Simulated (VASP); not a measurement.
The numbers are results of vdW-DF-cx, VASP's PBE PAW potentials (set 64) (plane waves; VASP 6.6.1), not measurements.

VASP input:

POSCAR:
```
C
1
    1.2307166181    -2.1316632181     0.0000000000
    1.2307166181     2.1316632181     0.0000000000
    0.0000000000    -0.0000000000     7.1929605768
C
4
Direct
  0.0000000000   0.0000000000   0.2500000000
  0.0000000000   0.0000000000   0.7500000000
  0.3333330000   0.6666670000   0.2500000000
  0.6666670000   0.3333330000   0.7500000000
```

INCAR:
```
! general
SYSTEM   = C
PREC     = Accurate
ENCUT    = 520   ! plane-wave cut-off (eV)
LREAL    = .FALSE.   ! projection in real space or not
LASPH    = .TRUE.

! electronic loop
EDIFF    = 1E-6   ! SCF stop (eV)
NELM     = 100
ALGO     = Normal

! smearing
ISMEAR   = 0   ! Gaussian
SIGMA    = 0.05

! functional
GGA      = CX
LUSE_VDW = .TRUE.
AGGAC    = 0.0

! ions
IBRION   = 2
NSW      = 60   ! most ionic steps
ISIF     = 3   ! ions, shape and volume
EDIFFG   = -0.02   ! ionic stop

! output
LWAVE    = .FALSE.
LCHARG   = .FALSE.
```

**KPOINTS**
```
Automatic mesh
0
gamma
9 9 3
```

POTCAR, in this order: C (PBE.64 set). Program: vasp_std.

The resulting files:

**OUTCAR**
```
 ion  position               nearest neighbor table
   1  0.000  0.000  0.250-   3 1.42   3 1.42   3 1.42
   2  0.000  0.000  0.750-   4 1.42   4 1.42   4 1.42
   3  0.333  0.667  0.250-   1 1.42   1 1.42   1 1.42
   4  0.667  0.333  0.750-   2 1.42   2 1.42   2 1.42
  LATTYP: Found a hexagonal cell.
 ALAT       =     2.4614328082
 C/A-ratio  =     2.9222656628
 Subroutine PRICEL returns:
 Original cell was already a primitive cell.
 Subroutine GETGRP returns: Found 24 space group operations
The static configuration has the point symmetry D_3d.
 The point group associated with its full space group is D_6h.
The dynamic configuration has the point symmetry D_3d.
 Subroutine INISYM returns: Found 24 space group operations
 Subroutine IBZKPT returns following result:
 Found     24 irreducible k-points:

 Following reciprocal coordinates:
            Coordinates               Weight
  0.000000  0.000000  0.000000      1.000000
  0.111111  0.000000  0.000000      6.000000
  0.222222  0.000000  0.000000      6.000000
  0.333333  0.000000  0.000000      6.000000
  0.444444  0.000000  0.000000      6.000000
  0.111111  0.111111  0.000000      6.000000
  0.222222  0.111111  0.000000     12.000000
  0.333333  0.111111  0.000000     12.000000
  0.444444  0.111111  0.000000      6.000000
  0.222222  0.222222  0.000000      6.000000
  0.333333  0.222222  0.000000     12.000000
  0.333333  0.333333  0.000000      2.000000
  0.000000  0.000000  0.333333      2.000000
  0.111111  0.000000  0.333333     12.000000
  0.222222  0.000000  0.333333     12.000000
  0.333333  0.000000  0.333333     12.000000
  0.444444  0.000000  0.333333     12.000000
  0.111111  0.111111  0.333333     12.000000
  0.222222  0.111111  0.333333     24.000000
  0.333333  0.111111  0.333333     24.000000
...
```

**OSZICAR**
```
...
DAV:   4    -0.326133532495E+02    0.76324E-05   -0.43192E-04   692   0.157E-01    0.265E-02
DAV:   5    -0.326133590588E+02   -0.58093E-05   -0.44191E-05   708   0.572E-02    0.902E-03
DAV:   6    -0.326133599511E+02   -0.89237E-06   -0.29060E-06   672   0.131E-02
   2 F= -.32613360E+02 E0= -.32612673E+02  d E =0.600242E-02
       N       E                     dE             d eps       ncg     rms          rms(c)
DAV:   1    -0.326279206264E+02   -0.14562E-01   -0.31431E-01   576   0.521E+00    0.331E-01
DAV:   2    -0.326245004937E+02    0.34201E-02   -0.58152E-03   716   0.607E-01    0.215E-01
DAV:   3    -0.326226439033E+02    0.18566E-02   -0.49233E-03   696   0.489E-01    0.351E-02
DAV:   4    -0.326226366988E+02    0.72045E-05   -0.17881E-04   684   0.100E-01    0.176E-02
DAV:   5    -0.326226414185E+02   -0.47197E-05   -0.18580E-05   708   0.368E-02    0.551E-03
DAV:   6    -0.326226418372E+02   -0.41872E-06   -0.11108E-06   484   0.844E-03
   3 F= -.32622642E+02 E0= -.32621954E+02  d E =-.327946E-02
       N       E                     dE             d eps       ncg     rms          rms(c)
DAV:   1    -0.326326640845E+02   -0.10023E-01   -0.23449E-01   576   0.397E+00    0.323E-01
DAV:   2    -0.326278615918E+02    0.48025E-02   -0.62027E-03   600   0.612E-01    0.172E-01
DAV:   3    -0.326259415513E+02    0.19200E-02   -0.62908E-03   668   0.541E-01    0.455E-02
DAV:   4    -0.326259489706E+02   -0.74193E-05   -0.11848E-04   640   0.890E-02    0.390E-02
DAV:   5    -0.326259490334E+02   -0.62762E-07   -0.27836E-05   684   0.460E-02    0.569E-03
DAV:   6    -0.326259523265E+02   -0.32931E-05   -0.84058E-06   704   0.225E-02    0.936E-03
DAV:   7    -0.326259539848E+02   -0.16583E-05   -0.45870E-06   648   0.156E-02    0.576E-03
DAV:   8    -0.326259534313E+02    0.55344E-06   -0.95761E-08   380   0.270E-03
   4 F= -.32625953E+02 E0= -.32625267E+02  d E =-.331159E-02
       N       E                     dE             d eps       ncg     rms          rms(c)
DAV:   1    -0.326964827944E+02   -0.70529E-01   -0.21677E+00   576   0.122E+01    0.986E-01
DAV:   2    -0.326526456541E+02    0.43837E-01   -0.57283E-02   608   0.185E+00    0.522E-01
DAV:   3    -0.326353222900E+02    0.17323E-01   -0.56151E-02   664   0.162E+00    0.134E-01
DAV:   4    -0.326353787650E+02   -0.56475E-04   -0.10823E-03   632   0.266E-01    0.105E-01
DAV:   5    -0.326353814086E+02   -0.26436E-05   -0.22133E-04   692   0.132E-01    0.102E-02
DAV:   6    -0.326353949993E+02   -0.13591E-04   -0.22053E-05   732   0.376E-02    0.154E-02
DAV:   7    -0.326353977460E+02   -0.27467E-05   -0.11942E-05   628   0.258E-02    0.536E-03
DAV:   8    -0.326353973112E+02    0.43487E-06   -0.93936E-08   468   0.335E-03
   5 F= -.32635397E+02 E0= -.32634717E+02  d E =-.127555E-01
       N       E                     dE             d eps       ncg     rms          rms(c)
DAV:   1    -0.329018960778E+02   -0.26650E+00   -0.91834E+00   576   0.253E+01    0.205E+00
DAV:   2    -0.327205515989E+02    0.18134E+00   -0.24288E-01   612   0.382E+00    0.108E+00
DAV:   3    -0.326499223329E+02    0.70629E-01   -0.22589E-01   648   0.327E+00    0.265E-01
DAV:   4    -0.326500755292E+02   -0.15320E-03   -0.46597E-03   648   0.539E-01    0.171E-01
DAV:   5    -0.326500097303E+02    0.65799E-04   -0.58090E-04   676   0.223E-01    0.120E-02
DAV:   6    -0.326500259378E+02   -0.16208E-04   -0.13866E-05   724   0.324E-02    0.107E-02
DAV:   7    -0.326500342378E+02   -0.83000E-05   -0.12940E-05   672   0.286E-02    0.279E-03
DAV:   8    -0.326500339466E+02    0.29123E-06   -0.96418E-08   468   0.287E-03
   6 F= -.32650034E+02 E0= -.32649381E+02  d E =-.273921E-01
       N       E                     dE             d eps       ncg     rms          rms(c)
DAV:   1    -0.336914471558E+02   -0.10414E+01   -0.41380E+01   576   0.551E+01    0.441E+00
DAV:   2    -0.329296016520E+02    0.76185E+00   -0.10852E+00   604   0.816E+00    0.229E+00
DAV:   3    -0.326352097130E+02    0.29439E+00   -0.89197E-01   656   0.666E+00    0.526E-01
DAV:   4    -0.326361418499E+02   -0.93214E-03   -0.27798E-02   648   0.113E+00    0.228E-01
DAV:   5    -0.326356745628E+02    0.46729E-03   -0.11968E-03   700   0.320E-01    0.136E-02
DAV:   6    -0.326356849276E+02   -0.10365E-04   -0.39514E-05   684   0.486E-02    0.109E-02
DAV:   7    -0.326356952707E+02   -0.10343E-04   -0.12896E-05   672   0.320E-02    0.311E-03
DAV:   8    -0.326356950208E+02    0.24992E-06   -0.76218E-07   452   0.690E-03
   7 F= -.32635695E+02 E0= -.32635218E+02  d E =-.130532E-01
       N       E                     dE             d eps       ncg     rms          rms(c)
DAV:   1    -0.333372563440E+02   -0.70156E+00   -0.23712E+01   576   0.389E+01    0.317E+00
DAV:   2    -0.328555864543E+02    0.48167E+00   -0.59833E-01   592   0.618E+00    0.174E+00
DAV:   3    -0.326545656220E+02    0.20102E+00   -0.69119E-01   648   0.562E+00    0.477E-01
DAV:   4    -0.326548327857E+02   -0.26716E-03   -0.15328E-02   644   0.901E-01    0.409E-01
DAV:   5    -0.326537223470E+02    0.11104E-02   -0.25180E-03   664   0.412E-01    0.120E-01
DAV:   6    -0.326537098703E+02    0.12477E-04   -0.81209E-04   676   0.233E-01    0.605E-02
DAV:   7    -0.326537517699E+02   -0.41900E-04   -0.92805E-05   732   0.811E-02    0.562E-02
DAV:   8    -0.326537275635E+02    0.24206E-04   -0.31692E-05   644   0.424E-02    0.207E-02
DAV:   9    -0.326537205163E+02    0.70472E-05   -0.18195E-05   684   0.327E-02    0.795E-03
DAV:  10    -0.326537211890E+02   -0.67266E-06   -0.31530E-07   400   0.553E-03
   8 F= -.32653721E+02 E0= -.32653094E+02  d E =-.310794E-01
       N       E                     dE             d eps       ncg     rms          rms(c)
DAV:   1    -0.326752458417E+02   -0.21525E-01   -0.76444E-01   576   0.723E+00    0.586E-01
DAV:   2    -0.326601062115E+02    0.15140E-01   -0.20196E-02   592   0.110E+00    0.311E-01
DAV:   3    -0.326541408414E+02    0.59654E-02   -0.19164E-02   660   0.953E-01    0.764E-02
DAV:   4    -0.326541489269E+02   -0.80855E-05   -0.35336E-04   652   0.151E-01    0.606E-02
DAV:   5    -0.326541295991E+02    0.19328E-04   -0.61955E-05   688   0.712E-02    0.566E-03
DAV:   6    -0.326541317734E+02   -0.21744E-05   -0.47124E-06   700   0.178E-02    0.735E-03
DAV:   7    -0.326541332001E+02   -0.14266E-05   -0.10803E-06   424   0.862E-03    0.918E-04
DAV:   8    -0.326541331118E+02    0.88220E-07   -0.22236E-07   352   0.383E-03
   9 F= -.32654133E+02 E0= -.32653525E+02  d E =-.314913E-01
       N       E                     dE             d eps       ncg     rms          rms(c)
DAV:   1    -0.326330875002E+02    0.21046E-01   -0.37648E-01   628   0.670E+00    0.516E-01
DAV:   2    -0.326308636197E+02    0.22239E-02   -0.48577E-03   700   0.620E-01    0.317E-01
DAV:   3    -0.326296995043E+02    0.11641E-02   -0.19697E-03   648   0.357E-01    0.584E-02
DAV:   4    -0.326296858234E+02    0.13681E-04   -0.32977E-05   712   0.496E-02    0.370E-02
DAV:   5    -0.326296809004E+02    0.49229E-05   -0.18915E-05   680   0.329E-02    0.491E-03
DAV:   6    -0.326296810636E+02   -0.16322E-06   -0.43983E-07   504   0.558E-03
  10 F= -.32629681E+02 E0= -.32629075E+02  d E =0.244520E-01
       N       E                     dE             d eps       ncg     rms          rms(c)
DAV:   1    -0.326572969499E+02   -0.27616E-01   -0.30653E-01   648   0.598E+00    0.467E-01
DAV:   2    -0.326554240117E+02    0.18729E-02   -0.36907E-03   688   0.553E-01    0.286E-01
DAV:   3    -0.326544037084E+02    0.10203E-02   -0.16571E-03   652   0.324E-01    0.527E-02
DAV:   4    -0.326543942239E+02    0.94846E-05   -0.27251E-05   712   0.449E-02    0.339E-02
DAV:   5    -0.326543865090E+02    0.77149E-05   -0.15014E-05   684   0.291E-02    0.565E-03
DAV:   6    -0.326543864182E+02    0.90772E-07   -0.51864E-07   452   0.622E-03
  11 F= -.32654386E+02 E0= -.32653779E+02  d E =-.253306E-03
```

**OUTCAR**
```
------------------------ aborting loop because EDIFF is reached ----------------------------------------
  FORCE on cell =-STRESS in cart. coord.  units (eV):
  Direction    XX          YY          ZZ          XY          YZ          ZX
  --------------------------------------------------------------------------------------
  Total       -0.0076647     -0.0076647      0.0215528      0.0000000      0.0000000      0.0000000
  in kB       -0.3595548     -0.3595546      1.0110475      0.0000000      0.0000000      0.0000000
  external PRESSURE =       0.0973127 kB  Pullay stress =       0.0000000 kB
  volume of cell :       34.15
      direct lattice vectors                 reciprocal lattice vectors
     1.233891140 -2.137161648 -0.000000000     0.405222133 -0.233955162 -0.000000000
     1.233891140  2.137161648 -0.000000000     0.405222133  0.233955162 -0.000000000
     0.000000000 -0.000000000  6.475879520     0.000000000 -0.000000000  0.154419179
 POSITION                                       TOTAL-FORCE (eV/Angst)
 -----------------------------------------------------------------------------------
      0.00000     -0.00000      1.61897         0.000000      0.000000      0.000000
      0.00000     -0.00000      4.85691         0.000000     -0.000000     -0.000000
      1.23389      0.71239      1.61897        -0.000000      0.000000      0.000000
      1.23389     -0.71239      4.85691        -0.000000     -0.000000     -0.000000
 -----------------------------------------------------------------------------------
    total drift:                               -0.000000     -0.000000      0.000000
  FREE ENERGIE OF THE ION-ELECTRON SYSTEM (eV)
  ---------------------------------------------------
  free  energy   TOTEN  =       -32.6543864182 eV

  energy  without entropy=      -32.6531709028  energy(sigma->0) =      -32.65377866

 reached required accuracy - stopping structural energy minimisation
```
(Selected blocks of OUTCAR.)

### CONTCAR
```
C
   1.00000000000000
     1.2338911399354209   -2.1371616475791653   -0.0000000000000000
     1.2338911399354209    2.1371616475791653   -0.0000000000000000
     0.0000000000000000   -0.0000000000000000    6.4758795198764183
  C
     4
Direct
     0.0000000000000000    0.0000000000000000    0.2500000000000000
     0.0000000000000000    0.0000000000000000    0.7500000000000000
     0.3333330000000032    0.6666669999999968    0.2500000000000000
     0.6666669999999968    0.3333330000000032    0.7500000000000000
```

Energy and stress use the plane-wave basis of the starting cell.

The compound is C in the graphite structure. This run relaxes it. Symmetry was kept, so distortions that lower it aren't found. The k-mesh is coarse (spacing up to 0.33 per Å, 2π included), so the numbers may not be converged in it. The start is the result of an earlier pass.
